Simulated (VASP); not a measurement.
Input of a VASP 6.6.1 run:

The input INCAR:

```
SYSTEM = O
ALGO = Normal
EDIFF = 1E-7
EDIFFG = -0.005
ENCUT = 520
GGA = PE
IBRION = 2
ISIF = 2
ISMEAR = 0
ISPIN = 2
ISYM = 0
IVDW = 12
LASPH = .True.
LCHARG = .False.
LORBIT = 11
LREAL = .False.
LWAVE = .False.
MAGMOM = 1 1
NELM = 100
NSW = 90
PREC = Accurate
SIGMA = 0.02
```

File KPOINTS:

```
k-points
0
Gamma
  1 1 1
  0 0 0
```

Contents of POSCAR:

```
O
1.0
   10.0000000000      0.0000000000      0.0000000000
    0.0000000000     10.5000000000      0.0000000000
    0.0000000000      0.0000000000     11.0000000000
O
2
Direct
    0.5000000000      0.5000000000      0.4450000000
    0.5000000000      0.5000000000      0.5550000000
```

Potentials or basis: VASP PAW PBE potentials, release 64 (O).

Launch:

```console
$ cat potpaw_PBE.64/O/POTCAR > POTCAR
$ mpirun -np 1 vasp_std > vasp.out
```

Predict the gap between the frontier levels.

2.30 eV.

What does it give for the energy gained by relaxing?

10.3 meV/atom.

Estimate the site moments.

O +0.81 μB.

Predict the dispersion energy per atom.

-0.004 eV.

Final structure:
```xyz
2
Lattice="10.0000 0.0000 0.0000 0.0000 10.5000 0.0000 0.0000 0.0000 11.0000" Properties=species:S:1:pos:R:3 pbc="T T T"
O     5.0000    5.2500    4.8834
O     5.0000    5.2500    6.1166
```

Caveat: the standard files for N, O and F lose accuracy on very short bonds.
